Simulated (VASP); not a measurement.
All values below come from LDA (Ceperley-Alder, Perdew-Zunger), VASP's LDA PAW potentials (set 64) (plane waves; VASP).

A VASP calculation is set up with these files.

### KPOINTS
```
K-points
0
G
  13 13 13
0 0 0
```

### POSCAR
```
NiAl
1
    2.8336113894     0.0000000000    -0.0000000000
    0.0000000000     2.8336113894     0.0000000000
   -0.0000000000     0.0000000000     2.8336113894
Al Ni
1 1
Direct
  0.5000000000   0.5000000000   0.5000000000
  0.0000000000   0.0000000000   0.0000000000
```

**INCAR**
```
ALGO=Normal
EDIFF=1E-6
EDIFFG=-0.02
ENCUT=500
IBRION=2
ISIF=3
ISMEAR=1
LASPH=.TRUE.
LCHARG=.FALSE.
LMAXMIX=4
LREAL=.FALSE.
LWAVE=.FALSE.
NELM=100
NSW=40
PREC=Accurate
SIGMA=0.1
SYSTEM=NiAl
```

POTCAR, in this order: Al Ni (LDA.64 set). Program: vasp_std.

What VASP printed:

File OSZICAR:
```
       N       E                     dE             d eps       ncg     rms          rms(c)
DAV:   1     0.383608532535E+02    0.38361E+02   -0.56490E+03  1712   0.136E+03
DAV:   2    -0.124297629734E+02   -0.50791E+02   -0.48061E+02  1694   0.207E+02
DAV:   3    -0.136196391033E+02   -0.11899E+01   -0.11804E+01  1986   0.411E+01
DAV:   4    -0.136386241458E+02   -0.18985E-01   -0.18977E-01  1984   0.466E+00
DAV:   5    -0.136391204201E+02   -0.49627E-03   -0.49625E-03  1906   0.777E-01    0.121E+01
DAV:   6    -0.151331553823E+02   -0.14940E+01   -0.53069E+01  1866   0.130E+02    0.144E+01
DAV:   7    -0.122273963216E+02    0.29058E+01   -0.15446E+01  1858   0.780E+01    0.107E+00
DAV:   8    -0.122179286392E+02    0.94677E-02   -0.33362E-01  2020   0.709E+00    0.104E+00
DAV:   9    -0.122018588653E+02    0.16070E-01   -0.52962E-02  1970   0.387E+00    0.166E-01
DAV:  10    -0.122014967227E+02    0.36214E-03   -0.85527E-04  1848   0.405E-01    0.925E-02
DAV:  11    -0.122014904687E+02    0.62540E-05   -0.51932E-05  2372   0.115E-01    0.254E-02
DAV:  12    -0.122014900879E+02    0.38072E-06   -0.13347E-06  1072   0.209E-02
   1 F= -.12201490E+02 E0= -.12201543E+02  d E =-.122015E+02
```

**OUTCAR**
```
------------------------ aborting loop because EDIFF is reached ----------------------------------------
  FORCE on cell =-STRESS in cart. coord.  units (eV):
  Direction    XX          YY          ZZ          XY          YZ          ZX
  --------------------------------------------------------------------------------------
  Total        0.0206865      0.0206865      0.0206865     -0.0000000     -0.0000000      0.0000000
  in kB        1.4567194      1.4567194      1.4567194     -0.0000000     -0.0000000      0.0000000
  external PRESSURE =       1.4567194 kB  Pullay stress =       0.0000000 kB
  volume of cell :       22.75
      direct lattice vectors                 reciprocal lattice vectors
     2.833611389  0.000000000  0.000000000     0.352906543  0.000000000  0.000000000
     0.000000000  2.833611389  0.000000000     0.000000000  0.352906543  0.000000000
     0.000000000  0.000000000  2.833611389     0.000000000  0.000000000  0.352906543
 POSITION                                       TOTAL-FORCE (eV/Angst)
 -----------------------------------------------------------------------------------
      1.41681      1.41681      1.41681         0.000000      0.000000      0.000000
      0.00000      0.00000      0.00000         0.000000      0.000000      0.000000
 -----------------------------------------------------------------------------------
    total drift:                                0.000000      0.000000      0.000000
  FREE ENERGIE OF THE ION-ELECTRON SYSTEM (eV)
  ---------------------------------------------------
  free  energy   TOTEN  =       -12.2014900879 eV

  energy  without entropy=      -12.2016494219  energy(sigma->0) =      -12.20154320

 reached required accuracy - stopping structural energy minimisation
```
(Selected blocks of OUTCAR.)

The compound is NiAl in the CsCl type structure. It was relaxed first, which changed the volume by -6 %. The run is not spin-polarised, so no magnetic state was tried. The electron count is odd and the run is not spin-polarised, which forces a metal.
